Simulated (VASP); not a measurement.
InSb:

```
In Sb
1.0
     0.00000    3.26032    3.26032
     3.26032    0.00000    3.26032
     3.26032    3.26032    0.00000
In Sb
1 1
Direct
  0.00000 0.00000 0.00000
  0.25000 0.25000 0.25000
```

Program: VASP 6.6.1. Alike in all runs: task band structure; cell as given; cutoff (eV) 520; smearing gaussian 0.03 eV. Hardware: 1 thread of Intel(R) Xeon(R) Platinum 8375C CPU @ 2.90GHz (Ice Lake) (shared host).

Problem. Order these runs on this cell by their wall time, lowest first.
A. level LDA; potentials or basis VASP PAW LDA potentials, release 64 (In_d, Sb); spin off; k mesh 10 × 10 × 10
B. level PBEsol; potentials or basis VASP PAW PBE potentials, release 64 (In_d, Sb); spin SOC, no magnetisation; k mesh 6 × 6 × 6
C. level TB-mBJ; potentials or basis VASP PAW PBE potentials, release 64 (In_d, Sb); spin off; k mesh 10 × 10 × 10
D. level TB-mBJ; potentials or basis VASP PAW PBE potentials, release 64 (In_d, Sb); spin SOC, no magnetisation; k mesh 6 × 6 × 6

Solution. A (110 s), C (230 s), B (560 s), D (1200 s).
